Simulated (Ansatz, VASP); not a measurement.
**One calculation of SrMg, two programs**

File INCAR:

```
SYSTEM = SrMg
  PREC = Accurate
  ENCUT = 520
  EDIFF = 1E-6
  ISMEAR = 0
  SIGMA = 0.15
  LREAL = .FALSE.
  LASPH = .TRUE.
  NELM = 100
  ALGO = Fast
  ISIF = 2
  LWAVE = .FALSE.
  LCHARG = .FALSE.
  GGA = CA
  NBANDS = 13
```

KPOINTS

```
regular mesh
0
G
  12 12 12
  0 0 0
```

The input POSCAR:

```
SrMg
1.0
    0.0000000000      3.7794751200      3.2195528800
    3.7794751200      0.0000000000      3.2195528800
    3.7794751200      3.7794751200      0.0000000000
Sr Mg
1 1
Direct
    0.5000000000      0.5000000000      0.5000000000
    0.0000000000      0.0000000000      0.0000000000
```

Input for Ansatz:

```yaml
crystal:
  lattice:
    - [0.0, 3.77947512, 3.21955288]
    - [3.77947512, 0.0, 3.21955288]
    - [3.77947512, 3.77947512, 0.0]
  atoms:
    - { symbol: Sr, position: [0.5, 0.5, 0.5] }
    - { symbol: Mg, position: [0.0, 0.0, 0.0] }
basis:
  ecutwfc: 420
kpoints:
  mp_grid: { grid: [12, 12, 12] }
hamiltonian:
  xc: lda
scf:
  occupations: { method: gaussian, width: 0.15 }
output:
  forces: true
  stress: true
  eigenvalues: true
```

Change from the starting cell: strain +0.080 along x and y, -0.080 along z, atoms carried along.

Alike in both runs: task single point; functional LDA; k mesh 12 × 12 × 12; occupations gaussian, width 0.15 eV; no spin polarisation.

```csv
,VASP,Ansatz
version,VASP 6.6.1,Ansatz 0.2.0
potentials or method,"VASP PAW LDA potentials, release 64 (Sr_sv, Mg)","scalar-relativistic, plane waves, PAW"
plane-wave cutoff (eV),520,420
valence electrons in the cell,12,20
```

VASP gave:

| Quantity | Value |
| --- | --- |
| gap on the k mesh at the Fermi level (eV) | none |
| pressure (GPa) | -1.4 |
| largest component of the traceless stress (GPa) | 4.49 |

Task: What did Ansatz give for the same quantities?

Result: gap on the k mesh at the Fermi level (eV): none; pressure (GPa): -1.3; largest component of the traceless stress (GPa): 4.44.

A gap of «none» marks a metal or a gap that the smearing closes. The two sets of potentials don't hold the same shells in valence.
